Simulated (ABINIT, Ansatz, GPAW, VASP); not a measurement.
## One structure in several programs: BN (F-43m, 2 atoms in the cell)

Self-consistent single point.

```yaml
crystal:
  lattice:
    - [0.00000, 1.80750, 1.80750]
    - [1.80750, 0.00000, 1.80750]
    - [1.80750, 1.80750, 0.00000]
  atoms:
    - { symbol: B, position: [0.00000, 0.00000, 0.00000] }
    - { symbol: N, position: [0.25000, 0.25000, 0.25000] }
```

All programs got the same cell, k-point mesh and kind of occupations (in Ansatz's words: kpoints.mp_grid.grid = 11 11 11; scf.occupations.method = fermi_dirac; scf.occupations.width = 0.01 eV); potentials, basis and cutoffs are each program's usual ones.

```csv
code,model,gap on the mesh (eV),cutoff
ABINIT,"PBE, norm-conserving pseudopotentials (PseudoDojo nc-sr-05 PBE standard)",4.637,42 Ha
GPAW,"PBE, GPAW PAW datasets PBE (gpaw-data 1.0.1)",4.575,950 eV
VASP,"PBE, VASP's PBE PAW potentials (set 64)",4.518,400 eV
Ansatz,"PBE, default PAW files",4.575,default
```

Gaps are read on the mesh. Another mesh or the band path gives a smaller gap, so these values are not converged in the mesh.

The spread over the programs that give each value: gap on the mesh within 0.119 eV.

The starting cell has typed, rounded lattice constants, without a prior relaxation at this level. On Ansatz's run: In the base run, with a pressure of about 3 GPa the cell is away from its equilibrium volume at this level. Another mesh or the band path of this cell gives a smaller gap, so this value is not converged in the mesh.

Problem. Why do the programs differ, and what cannot be compared?

Solution. Differences of this kind can come from the potentials, where these differ, and from what each basis and cutoff leave unconverged. The zero of total energies and Fermi levels follows the potentials and each program's conventions, so they are not compared here. 

Left out of this page: Quantum ESPRESSO, CP2K, Elk, FLEUR and SIESTA (not drawn, or without a comparable value).

Ansatz is a program for electronic structure.

Keys are those of Ansatz 0.2.
